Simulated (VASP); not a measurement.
Consider the following.

```
CELL_PARAMETERS angstrom
      0.00000     2.70256     2.70256
      2.70256     0.00000     2.70256
      2.70256     2.70256     0.00000
ATOMIC_POSITIONS crystal
  Mg 0.00000 0.00000 0.00000
  Se 0.50000 0.50000 0.50000
```

The numbers are results of PBE GGA, VASP's PBE PAW potentials (set 64) (plane waves; VASP 6.6.1), not measurements. Run with 300 eV cut-off, 9×9×9 Γ-centred mesh, Gaussian smearing of 0.010 eV, potentials Mg Se.

Problem. Give the stress tensor in GPa (positive for a compressed cell).

Solution. 
```
3.74  0.00  0.00
0.00  3.74  0.00
0.00  0.00  3.74
```
The pressure is its mean diagonal, 3.74 GPa.

The structure comes from a computed database's MgSe entry; how it stands against other phases isn't given here. The cell was not relaxed at this level.
